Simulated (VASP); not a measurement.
```
CELL_PARAMETERS angstrom
      4.75390     0.00000     0.00000
      0.00000     4.75390     0.00000
      0.00000     0.00000     3.19375
ATOMIC_POSITIONS crystal
  Zn 0.00000 0.00000 0.00000
  Zn 0.50000 0.50000 0.50000
  F  0.30363 0.30363 0.00000
  F  0.80363 0.19637 0.50000
  F  0.19637 0.80363 0.50000
  F  0.69637 0.69637 0.00000
```

All values below come from PBE GGA with D3 dispersion (zero damping), VASP's PBE PAW potentials (set 64) (plane waves; VASP). Run with 520 eV cut-off, Gaussian smearing of 0.050 eV, potentials Zn F.

### Question
Estimate the band gap (along the path) with the smallest direct gap where there is one.

### Answer

- band gap (along the path) = 3.42 eV
- smallest direct gap (along the path) = 3.42 eV

Total energies compare only between runs with the same potentials, cut-off and functional.

The compound is ZnF2 in the rutile structure. It was relaxed first.
